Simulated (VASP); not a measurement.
Set up this calculation in VASP 6.6.1, as the native input.

* Task: single point
* Functional: PBEsol
* Potentials or basis: VASP PAW PBE potentials, release 64 (Ti_sv, Ga_d, As)
* Cutoff: 350 eV
* k mesh: 2 × 2 × 2
* Occupations: gaussian, width 0.03 eV
* Spin: collinear spin, zero start
* Starting moments: [0.0, 0.0, 0.0, 0.0, 0.0, 0.0, 0.0, 0.0, 0.0, 0.0, 0.0, 0.0, 0.0, 0.0, 0.0, 0.0, 0.0, 0.0, 0.0, 0.0, 0.0, 0.0, 0.0, 0.0] μB
* Fixed moment: 0 μB
* Hubbard terms: Ti d U = 3 eV
* Dq: -1
* Further INCAR settings: LREAL = Auto; ALGO = Normal; EDIFF = 1e-05; NBANDS = 130; ISYM = 0; NELECT = 216.0

The structure of TiGa11As12 (a cell with a defect) lies in POSCAR:

```
TiGa11As12                              
1.0
    0.0000000000      8.4805500000      8.4805500000
    5.6537000000      0.0000000000      5.6537000000
    5.6537000000      5.6537000000      0.0000000000
  Ti              Ga              As            
     1    11    12
Direct
     0.9926381835577227    0.0019685736489561    0.0024657738609093
     0.0028433883730136    0.0023238777615191    0.4966099647896349
     0.0027388380141165    0.4963320272198283    0.0044235712854804
     0.0025295375034617    0.4959625439634510    0.4981723206464916
     0.3284456989479638    0.0041527165362125    0.0060427803153396
     0.3343287589517888    0.0015961291448685    0.4963909686238455
     0.3342680452194948    0.4946320526550666    0.0035992306554386
     0.3305823969556592    0.5013591372230209    0.5033091869673131
     0.6683855160588784    0.9990594942755628    0.9997331489058238
     0.6612454487341647    0.0019918804279101    0.5058397162368349
     0.6614057662082203    0.5044557918217246    0.0035164998153767
     0.6668439088165393    0.5000835707673850    0.5013472121598026
     0.0827009848401704    0.1258364375254044    0.1262106578957913
     0.0867503277638514    0.1248869366637731    0.6192766258316094
     0.0867045807368016    0.6188488035308185    0.1270733670644161
     0.0807981982700602    0.6258613076320773    0.6279807620030016
     0.4215006156148377    0.1204626895245610    0.1221328521577745
     0.4123284799576489    0.1255153374985406    0.6317615023029876
     0.4124310180017434    0.6298589957658709    0.1275039892857689
     0.4166770313797328    0.6249077107797910    0.6268760166280057
     0.7354361736070519    0.1333719400290475    0.1346125856362556
     0.7518217198484120    0.1241651680634985    0.6247775058050848
     0.7517841745172710    0.6240241432501413    0.1253740983020872
     0.7503282081213986    0.6252457342909790    0.6268736628249143
```

The input as run:

INCAR

```
PREC = Accurate ; ENCUT = 350
EDIFF = 1E-5 ; ISMEAR = 0
SIGMA = 0.03 ; LREAL = Auto
LASPH = True ; NELM = 120
ALGO = Normal ; ISIF = 2
LWAVE = False ; LCHARG = False
ISPIN = 2 ; MAGMOM = 0 0 0 0 0 0 0 0 0 0 0 0 0 0 0 0 0 0 0 0 0 0 0 0
LORBIT = 11 ; NUPDOWN = 0
LMAXMIX = 4 ; LDAU = True
LDAUTYPE = 2 ; LDAUL = 2 -1 -1
LDAUU = 3 0 0 ; LDAUJ = 0 0 0
LDAUPRINT = 1 ; GGA = PS
NBANDS = 130 ; NELECT = 216.0
ISYM = 0 ; KPAR = 2
```

KPOINTS

```
Automatic mesh
0
Gamma
  2 2 2
```

Potentials or basis: VASP PAW PBE potentials, release 64 (Ti_sv, Ga_d, As).

Launch:

```sh
$ cat potpaw_PBE.64/Ti_sv/POTCAR potpaw_PBE.64/Ga_d/POTCAR potpaw_PBE.64/As/POTCAR > POTCAR
$ mpirun -np 4 vasp_std > vasp.out
```

It gave:

```json
{"Largest force": "0.512 eV/Å", "Net moment": "0.00 μB per cell", "Valence electrons inside the program's atomic spheres": "Ti 10.17; Ga 11.71, 11.72, 11.69, 11.70; As 2.90, 2.89, 2.85, 2.87"}
```

Caveat: the k mesh is coarse (spacing up to 0.48 Å⁻¹), so the values aren't converged; the PAW data sets were made with another functional, which shifts forces and pressure a little; the total moment is fixed, so each spin has its own Fermi level; the U is typed as a test and isn't derived for this compound.

Wall time 20 min on 4 MPI ranks on Intel(R) Xeon(R) Platinum 8488C (Sapphire Rapids), with other jobs on the host, peak memory 0.54 GiB a rank.
